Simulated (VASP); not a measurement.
**InAs: energy against strain**

InAs (zinc blende, F-43m, 28.236 Å³/atom at rest, cube axes along x, y and z) under an equal strain ε along x and y, with z held. PBEsol in VASP (plane waves, PAW), 480 eV, 10×10×10 Γ-centred mesh, Methfessel-Paxton smearing 0.10 eV; ions are relaxed within the symmetry of each cell.

Here s stands for strain and y for E less E0.

```csv
strain (%),E less E0 (meV/atom)
-3.00,?
-1.50,5.25
-1.00,2.35
-0.50,0.62
0.00,0.00
0.50,0.47
1.00,1.98
1.50,4.49
```

Taking a parabola for y over the 7 complete rows: Least squares gives y = 0.002 - 0.2264·s + 2.1633·s². Residuals (row less fit): 0.041, -0.042, -0.036, -0.002, 0.040, 0.041, -0.040; standard error 0.049 (degrees of freedom: 4). Twice the quadratic coefficient over the volume, 2 × 2.1633 meV × 10⁴ × 0.1602 / 28.236 Å³, is the elastic constants 2(C11 + C12) = 246 ± 2 GPa.

### Question
What does the fit predict for y at s = -3.00, and how far is the calculated value from it?

### Answer
y = 0.002 - 0.2264 × (-3.0) + 2.1633 × (-3.0)² = 20.151 meV/atom. The calculation gives 21.42 meV/atom, 1.269 meV/atom above the prediction (5.9 % of the range of y in the table). The row lies outside the fitted rows, so this is an extrapolation. From the scatter of the fitted rows alone, a prediction at this place has a standard error of 0.188 meV/atom, so the miss is 6.7 times that.

One order more, fitted to all 13 runs of the series, follows each within 0.01, so the miss is the next term of a smooth law. This level leaves no gap over 0.05 eV at strain -3.00, -1.50, -1.00, -0.50, 0.00, 0.50, 1.00, where the mesh may be coarse. Rows are the converged runs of the series near zero and its far end; series whose fitted rows scatter by over a few per cent of the range, as at a crossing or softening among them, aren't shown in this form. Most that stay on the fit to the last digits aren't either.
